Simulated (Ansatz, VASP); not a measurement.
# NaP3 in two plane-wave programs, part 2 of 2

Aim: how closely do two programs agree when they are given the same cell, functional and k mesh? The cell is generated by rule, not measured, and may not be a known phase. The cell is taken from a series of runs on this material, whose earlier steps may have relaxed, scaled, displaced or heated it; both programs get it as it stands.

VASP 6.6.1 and Ansatz 0.2.0.

So far: Starting point; Ansatz: zone-centre phonons, PBEsol.

## (3) VASP: zone-centre phonons, PBEsol

Level of this step: PBEsol; plane waves and PAW (Na_pv, P); invented cell (VASP).

The same cell, functional, mesh and smearing now go to VASP, with its own data sets.

Lines of VASP's logs that name or quote its potential files are left out, and so is its time.

Input file INCAR:

```
SYSTEM = NaP3
PREC = Accurate
ENCUT = 500
EDIFF = 1E-08
NELM = 120
ISMEAR = 1
SIGMA = 0.2
LREAL = .FALSE.
ALGO = Normal
GGA = PS
NBANDS = 17
LORBIT = 11
LWAVE = .FALSE.
LCHARG = .FALSE.
ISIF = 2
IBRION = 8
LASPH = .TRUE.
GGA_COMPAT = .FALSE.
KPAR = 2
```

Input file POSCAR:

```
NaP3
1.0
    3.9575023488      0.0000000000      0.0000000000
    0.0000000000      3.9575023488      0.0000000000
    0.0000000000      0.0000000000      3.9575023488
Na P
1 3
Direct
    0.0000000000      0.0000000000      0.0000000000
    0.0000000000      0.5000000000      0.5000000000
    0.5000000000      0.5000000000      0.0000000000
    0.5000000000      0.0000000000      0.5000000000
```

Input file KPOINTS:

```
Automatic mesh
0
Gamma
12 12 12
0 0 0
```

PAW data sets: Na_pv and P (PBE family, release 64).

Launch:

```
$ mpirun -np 2 vasp_std
```

Numbers of over 12 decimals in the logs are rounded to 6 here.

Log:

```text
[banner, memory and clock lines left out]
running    2 mpi-ranks, on    1 nodes
 distrk:  each k-point on    1 cores,    2 groups
 distr:  one band on    1 cores,    1 groups

 POSCAR found type information on POSCAR NaP
 POSCAR found :  2 types and       4 ions
|                                                                             |
|               ----> ADVICE to this user running VASP <----                  |
|                                                                             |
|     You enforced a specific xc type in the INCAR file but a different       |
|     [... a line on the potential file left out ...]
|     I HOPE YOU KNOW WHAT YOU ARE DOING!                                     |
|                                                                             |

 LDA part: xc-table for (Slater+PW92), standard interpolation
 POSCAR, INCAR and KPOINTS ok, starting setup
 FFT: planning ... GRIDC
 FFT: planning ... GRID_SOFT
 FFT: planning ... GRID
 WAVECAR not read
 entering main loop
       N       E                     dE             d eps       ncg     rms          rms(c)
DAV:   1     0.116760072998E+03    0.11676E+03   -0.10309E+04  2872   0.124E+03
DAV:   2    -0.859725397668E+01   -0.12536E+03   -0.12160E+03  3106   0.283E+02
DAV:   3    -0.172361932612E+02   -0.86389E+01   -0.84265E+01  4006   0.685E+01
DAV:   4    -0.174001515871E+02   -0.16396E+00   -0.16288E+00  3193   0.924E+00
DAV:   5    -0.174035644772E+02   -0.34129E-02   -0.34119E-02  3686   0.149E+00    0.562E+00
DAV:   6    -0.173561023527E+02    0.47462E-01   -0.28239E-02  3633   0.177E+00    0.327E+00
DAV:   7    -0.173344221448E+02    0.21680E-01   -0.35200E-02  4265   0.190E+00    0.164E-01
DAV:   8    -0.173336921626E+02    0.72998E-03   -0.43078E-03  3145   0.549E-01    0.674E-02
DAV:   9    -0.173336377269E+02    0.54436E-04   -0.15703E-04  3831   0.167E-01    0.509E-02
DAV:  10    -0.173336381217E+02   -0.39479E-06   -0.95287E-06  3422   0.244E-02    0.105E-02
DAV:  11    -0.173336377448E+02    0.37690E-06   -0.51964E-07  3749   0.898E-03    0.151E-03
DAV:  12    -0.173336375904E+02    0.15437E-06   -0.66158E-08  3353   0.242E-03    0.302E-04
DAV:  13    -0.173336375776E+02    0.12842E-07   -0.71093E-09  1733   0.139E-03    0.112E-04
DAV:  14    -0.173336375776E+02   -0.50022E-10   -0.83451E-10  1644   0.364E-04
   1 F= -.17333638E+02 E0= -.17332310E+02  d E =-.398369E-02
 Linear response reoptimize wavefunctions to high precision
DAV:   1    -0.173336375790E+02   -0.14256E-08   -0.16639E-10  1733   0.155E-04
DAV:   2    -0.173336375791E+02   -0.33651E-10   -0.53961E-11  1604   0.825E-05
 Linear response DOF=           3
 Linear response progress:
  Degree of freedom:   1/  3
       N       E                     dE             d eps       ncg     rms          rms(c)
RMM:   1    -0.157792986338E+00   -0.15779E+00   -0.12179E-01  7594   0.704E+00
RMM:   2    -0.162001472518E+00   -0.42085E-02   -0.16938E-02 10663   0.880E-01    0.323E-02
RMM:   3    -0.162065080212E+00   -0.63608E-04   -0.49615E-04 11477   0.151E-01    0.123E-02
RMM:   4    -0.162092189002E+00   -0.27109E-04   -0.90465E-05 13619   0.615E-02    0.390E-03
RMM:   5    -0.162100927722E+00   -0.87387E-05   -0.44061E-06 13118   0.148E-02    0.169E-03
RMM:   6    -0.162107733208E+00   -0.68055E-05   -0.83078E-07 13836   0.589E-03    0.344E-04
RMM:   7    -0.162107304505E+00    0.42870E-06   -0.11989E-07 13936   0.205E-03    0.203E-04
RMM:   8    -0.162107592503E+00   -0.28800E-06   -0.22007E-08 13611   0.966E-04    0.545E-05
RMM:   9    -0.162107496861E+00    0.95641E-07    0.35635E-09 14179   0.469E-04    0.238E-05
RMM:  10    -0.162107358333E+00    0.13853E-06   -0.38278E-09 14524   0.283E-04    0.533E-06
RMM:  11    -0.162107372110E+00   -0.13777E-07   -0.27610E-09 14655   0.193E-04    0.311E-06
RMM:  12    -0.162107380459E+00   -0.83491E-08   -0.37381E-09 14436   0.147E-04    0.170E-06
 first order change of Fermi-energy  -0.12946E-04
 force on displaced ion       1 direction 1 :  -5.452   0.000  -0.000
 Linear response progress:
  Degree of freedom:   2/  3
       N       E                     dE             d eps       ncg     rms          rms(c)
RMM:   1    -0.504589794341E-01   -0.50459E-01    0.88237E-03 15892   0.116E+00
RMM:   2    -0.457648237168E-01    0.46942E-02   -0.23835E-03 12342   0.310E-01    0.994E-02
RMM:   3    -0.458046656075E-01   -0.39842E-04   -0.32642E-04 13159   0.953E-02    0.461E-02
RMM:   4    -0.458130495029E-01   -0.83839E-05   -0.31193E-05 12487   0.321E-02    0.891E-03
RMM:   5    -0.458056359354E-01    0.74136E-05   -0.39094E-06 13235   0.112E-02    0.334E-03
RMM:   6    -0.457996350690E-01    0.60009E-05   -0.46756E-07 13551   0.363E-03    0.191E-03
RMM:   7    -0.457998216008E-01   -0.18653E-06   -0.74049E-08 12784   0.111E-03    0.168E-04
RMM:   8    -0.457993868487E-01    0.43475E-06   -0.60486E-09 12971   0.379E-04    0.248E-05
RMM:   9    -0.457992164980E-01    0.17035E-06    0.13946E-07 14424   0.176E-04    0.193E-05
RMM:  10    -0.457992554156E-01   -0.38918E-07    0.41487E-08 14280   0.114E-04    0.241E-06
RMM:  11    -0.457992716394E-01   -0.16224E-07    0.74895E-08 13720   0.967E-05    0.117E-06
RMM:  12    -0.457992637611E-01    0.78782E-08    0.21523E-08 12701   0.899E-05    0.881E-07
 first order change of Fermi-energy   0.24701E-03
 force on displaced ion       2 direction 1 :   1.811   0.000   0.000
 Linear response progress:
  Degree of freedom:   3/  3
       N       E                     dE             d eps       ncg     rms          rms(c)
RMM:   1    -0.505572680756E-01   -0.50557E-01    0.69902E-03 28029   0.123E+00
RMM:   2    -0.471444032092E-01    0.34129E-02   -0.22918E-03 21567   0.312E-01    0.775E-02
RMM:   3    -0.472370267371E-01   -0.92624E-04   -0.39667E-04 23230   0.105E-01    0.333E-02
RMM:   4    -0.473135563654E-01   -0.76530E-04   -0.34661E-05 22084   0.353E-02    0.784E-03
RMM:   5    -0.473300173488E-01   -0.16461E-04   -0.44021E-06 23022   0.117E-02    0.368E-03
RMM:   6    -0.473272438263E-01    0.27735E-05   -0.56171E-07 23766   0.418E-03    0.196E-03
RMM:   7    -0.473280317322E-01   -0.78791E-06   -0.29871E-07 22506   0.143E-03    0.549E-04
RMM:   8    -0.473271341456E-01    0.89759E-06   -0.21003E-07 22451   0.544E-04    0.585E-05
RMM:   9    -0.473269316917E-01    0.20245E-06   -0.31548E-07 25645   0.208E-04    0.334E-05
RMM:  10    -0.473270104996E-01   -0.78808E-07   -0.40377E-07 24303   0.125E-04    0.303E-06
RMM:  11    -0.473270077633E-01    0.27363E-08   -0.35384E-07 25199   0.964E-05    0.772E-07
RMM:  12    -0.473270042644E-01    0.34989E-08   -0.31558E-07 22732   0.876E-05    0.314E-07
RMM:  13    -0.473270078211E-01   -0.35566E-08   -0.33551E-07 18973   0.844E-05    0.248E-07
RMM:  14    -0.473270082129E-01   -0.39187E-09   -0.35220E-07 18016   0.831E-05    0.623E-08
 first order change of Fermi-energy   0.10513E-04
 force on displaced ion       2 direction 2 :   0.000  -2.405   0.000
 Linear response finished
```

Parts of OUTCAR (step 3):

```text
ion  position               nearest neighbor table
   1  0.000  0.000  0.000-   2 2.80   3 2.80   4 2.80   2 2.80   4 2.80   2 2.80   3 2.80   2 2.80
                             3 2.80   4 2.80   4 2.80   3 2.80
   2  0.000  0.500  0.500-   1 2.80   3 2.80   4 2.80   1 2.80   3 2.80   1 2.80   4 2.80   1 2.80
                             3 2.80   4 2.80   3 2.80   4 2.80
   3  0.500  0.500  0.000-   1 2.80   2 2.80   4 2.80   2 2.80   4 2.80   1 2.80   4 2.80   4 2.80
                             1 2.80   2 2.80   2 2.80   1 2.80
   4  0.500  0.000  0.500-   1 2.80   2 2.80   3 2.80   1 2.80   3 2.80   2 2.80   3 2.80   3 2.80
                             1 2.80   2 2.80   1 2.80   2 2.80

  LATTYP: Found a simple cubic cell.
 ALAT       =     3.9575023488

 Subroutine GETGRP returns: Found 48 space group operations
 (whereof 48 operations were pure point group operations)

The static configuration has the point symmetry O_h .

 Found     84 irreducible k-points:

   k-points           NKPTS =     84   k-points in BZ     NKDIM =     84   number of bands    NBANDS=     17

   dimension x,y,z NGX =    30 NGY =   30 NGZ =   30
   dimension x,y,z NGXF=    60 NGYF=   60 NGZF=   60

   ENCUT  =  500.0 eV  36.75 Ry    6.06 a.u.   7.22  7.22  7.22*2*pi/ulx,y,z

   NELECT =      22.0000    total number of electrons

 k-points in reciprocal lattice and weights: Automatic mesh
   0.00000000  0.00000000  0.00000000       0.001
   0.08333333  0.00000000  0.00000000       0.003
   0.16666667  0.00000000  0.00000000       0.003
   0.25000000  0.00000000  0.00000000       0.003
   0.33333333  0.00000000  0.00000000       0.003
   0.41666667  0.00000000  0.00000000       0.003
   0.50000000  0.00000000  0.00000000       0.002
   0.08333333  0.08333333  0.00000000       0.007
   0.16666667  0.08333333  0.00000000       0.014
[...]
0.50000000  0.50000000  0.41666667       0.003
   0.50000000  0.50000000  0.50000000       0.001

 average (electrostatic) potential at core
       1 -41.9517       2 -81.9447       3 -81.9447       4 -81.9447

  Total        0.0661104      0.0661104      0.0661104     -0.0000000      0.0000000     -0.0000000
  in kB        1.7089011      1.7089011      1.7089011     -0.0000000      0.0000000     -0.0000000
  external PRESSURE =       1.7089011 kB  Pullay stress =       0.0000000 kB

  energy-cutoff  :      500.00
  volume of cell :       61.98
      direct lattice vectors                 reciprocal lattice vectors
     3.957502349  0.000000000  0.000000000     0.252684626  0.000000000  0.000000000
     0.000000000  3.957502349  0.000000000     0.000000000  0.252684626  0.000000000
     0.000000000  0.000000000  3.957502349     0.000000000  0.000000000  0.252684626

 POSITION                                       TOTAL-FORCE (eV/Angst)
 -----------------------------------------------------------------------------------
      0.00000      0.00000      0.00000         0.000000      0.000000      0.000000
      0.00000      1.97875      1.97875         0.000000      0.000000      0.000000
      1.97875      1.97875      0.00000         0.000000      0.000000      0.000000
      1.97875      0.00000      1.97875         0.000000      0.000000      0.000000
 -----------------------------------------------------------------------------------
    total drift:                                0.000000      0.000000     -0.000000

 Eigenvectors and eigenvalues of the dynamical matrix
 ----------------------------------------------------

   1 f  =    9.087696 THz    57.099681 2PiTHz  303.132923 cm-1    37.583676 meV
             X         Y         Z           dx          dy          dz
      0.000000  0.000000  0.000000    -0.143487   -0.836835   -0.000000
      0.000000  1.978751  1.978751    -0.002561    0.368052   -0.000000
      1.978751  1.978751  0.000000     0.063107    0.368052   -0.000000
      1.978751  0.000000  1.978751     0.063107   -0.014937    0.000000

   2 f  =    9.087696 THz    57.099681 2PiTHz  303.132923 cm-1    37.583676 meV
             X         Y         Z           dx          dy          dz
      0.000000  0.000000  0.000000    -0.836835    0.143487    0.000000
      0.000000  1.978751  1.978751    -0.014937   -0.063107    0.000000
      1.978751  1.978751  0.000000     0.368052   -0.063107   -0.000000
      1.978751  0.000000  1.978751     0.368052    0.002561   -0.000000

   3 f  =    9.087696 THz    57.099681 2PiTHz  303.132923 cm-1    37.583676 meV
             X         Y         Z           dx          dy          dz
      0.000000  0.000000  0.000000     0.000000   -0.000000    0.849047
      0.000000  1.978751  1.978751    -0.000000   -0.000000   -0.373423
      1.978751  1.978751  0.000000    -0.000000   -0.000000    0.015155
      1.978751  0.000000  1.978751    -0.000000   -0.000000   -0.373423

   4 f  =    4.308284 THz    27.069745 2PiTHz  143.708879 cm-1    17.817622 meV
             X         Y         Z           dx          dy          dz
      0.000000  0.000000  0.000000     0.000000   -0.000000    0.000000
      0.000000  1.978751  1.978751     0.000000    0.706102   -0.013807
      1.978751  1.978751  0.000000    -0.035059   -0.706102    0.000000
      1.978751  0.000000  1.978751     0.035059   -0.000000    0.013807

   5 f  =    4.308284 THz    27.069745 2PiTHz  143.708879 cm-1    17.817622 meV
             X         Y         Z           dx          dy          dz
      0.000000  0.000000  0.000000    -0.000000    0.000000    0.000000
      0.000000  1.978751  1.978751    -0.000000   -0.007833   -0.697339
      1.978751  1.978751  0.000000     0.116863    0.007833    0.000000
      1.978751  0.000000  1.978751    -0.116863   -0.000000    0.697339

   6 f  =    4.308284 THz    27.069745 2PiTHz  143.708879 cm-1    17.817622 meV
             X         Y         Z           dx          dy          dz
      0.000000  0.000000  0.000000     0.000000   -0.000000    0.000000
      0.000000  1.978751  1.978751     0.000000   -0.036857   -0.116309
      1.978751  1.978751  0.000000    -0.696501    0.036857    0.000000
      1.978751  0.000000  1.978751     0.696501   -0.000000    0.116309

   7 f/i=    0.000986 THz     0.006195 2PiTHz    0.032888 cm-1     0.004078 meV
             X         Y         Z           dx          dy          dz
      0.000000  0.000000  0.000000     0.349749   -0.272304   -0.044172
      0.000000  1.978751  1.978751     0.405870   -0.315979   -0.051257
      1.978751  1.978751  0.000000     0.405847   -0.315979   -0.051260
      1.978751  0.000000  1.978751     0.405847   -0.315997   -0.051257

   8 f/i=    0.000986 THz     0.006195 2PiTHz    0.032888 cm-1     0.004078 meV
             X         Y         Z           dx          dy          dz
      0.000000  0.000000  0.000000     0.271532    0.352406   -0.022487
      0.000000  1.978751  1.978751     0.315102    0.408929   -0.026093
      1.978751  1.978751  0.000000     0.315084    0.408929   -0.026095
      1.978751  0.000000  1.978751     0.315084    0.408952   -0.026093

   9 f/i=    0.000986 THz     0.006195 2PiTHz    0.032888 cm-1     0.004078 meV
             X         Y         Z           dx          dy          dz
      0.000000  0.000000  0.000000     0.048692   -0.009270    0.442683
      0.000000  1.978751  1.978751     0.056505   -0.010757    0.513686
      1.978751  1.978751  0.000000     0.056502   -0.010757    0.513715
      1.978751  0.000000  1.978751     0.056502   -0.010758    0.513686

  10 f/i=    4.419968 THz    27.771478 2PiTHz  147.434260 cm-1    18.279510 meV
             X         Y         Z           dx          dy          dz
      0.000000  0.000000  0.000000     0.283307    0.020690    0.001788
      0.000000  1.978751  1.978751    -0.853606    0.022256    0.001924
      1.978751  1.978751  0.000000     0.304754    0.022256   -0.005388
      1.978751  0.000000  1.978751     0.304754   -0.062339    0.001924

  11 f/i=    4.419968 THz    27.771478 2PiTHz  147.434260 cm-1    18.279510 meV
             X         Y         Z           dx          dy          dz
      0.000000  0.000000  0.000000     0.019391   -0.254790   -0.124097
      0.000000  1.978751  1.978751    -0.058424   -0.274078   -0.133492
      1.978751  1.978751  0.000000     0.020859   -0.274078    0.373907
      1.978751  0.000000  1.978751     0.020859    0.767684   -0.133492

  12 f/i=    4.419968 THz    27.771478 2PiTHz  147.434260 cm-1    18.279510 meV
             X         Y         Z           dx          dy          dz
      0.000000  0.000000  0.000000     0.007435   -0.123887    0.255520
      0.000000  1.978751  1.978751    -0.022400   -0.133266    0.274864
      1.978751  1.978751  0.000000     0.007997   -0.133266   -0.769885
      1.978751  0.000000  1.978751     0.007997    0.373274    0.274864

 ELASTIC MODULI CONTR FROM IONIC RELAXATION (kBar)
 Direction    XX          YY          ZZ          XY          YZ          ZX
 --------------------------------------------------------------------------------
 XX           0.0000      0.0000      0.0000      0.0000      0.0000      0.0000
 YY           0.0000      0.0000      0.0000      0.0000      0.0000      0.0000
 ZZ           0.0000      0.0000      0.0000      0.0000      0.0000      0.0000
 XY           0.0000      0.0000      0.0000      0.0000      0.0000      0.0000
 YZ           0.0000      0.0000      0.0000      0.0000      0.0000      0.0000
 ZX           0.0000      0.0000      0.0000      0.0000      0.0000      0.0000
 --------------------------------------------------------------------------------
```

## (4) Comparison

Known differences besides the potentials themselves: the data sets hold 24 valence electrons in Ansatz (on its default PAW (the set named soft_2) files) and 22 in VASP; the cutoff is 420 eV in Ansatz and 500 eV in VASP; Ansatz makes its cores anew for this functional, VASP keeps those of its PBE data sets. Total energies have different zeros and are not compared.

Both answers:

```csv
quantity,Ansatz,VASP,difference
"optical mode 1 to 3 (imaginary, printed as negative) (cm⁻¹)",-146.4,-147.4,+1.0
optical mode 4 to 6 (cm⁻¹),141.5,143.7,-1.53 %
optical mode 7 to 9 (cm⁻¹),301.3,303.1,-0.60 %
```

Modes are paired by rising frequency, not by their patterns, so a pair may set unlike modes beside each other; they are those without the splitting of longitudinal modes.

## (5) Outcome

| Property | Result |
| --- | --- |
| r.m.s. difference of the optical zone-centre modes, each program's sorted by frequency (zone-centre phonons, PBEsol) | 1.7 cm⁻¹ |
| difference in optical mode 4 to 6 (zone-centre phonons, PBEsol) | -1.5 % |

The r.m.s. difference of the optical zone-centre modes, each program's sorted by frequency is 1.7 cm⁻¹ (zone-centre phonons, PBEsol). The data sets hold unlike numbers of valence electrons (24 in Ansatz and 22 in VASP), so part of the differences comes from the potentials. Among the rows given in per cent, the largest difference of the zone-centre phonons, PBEsol pair is in optical mode 4 to 6, -1.5 %. Such differences can come from data sets, numerical settings and the points named under the comparisons, not from the functional's error against experiment.

[Lines on the potential files, build, host, timing and source positions are cut from VASP's logs without a mark.]

[Logs are printed without paths, hosts, clocks, repeated set-up lines and the standing remarks that a program may print on its own settings, such as how far it seeks lower states.]

[Hosts, paths, dates, database ids (printed as entryN), source tags and the programs' standing remarks are cut or masked in the printed files.]
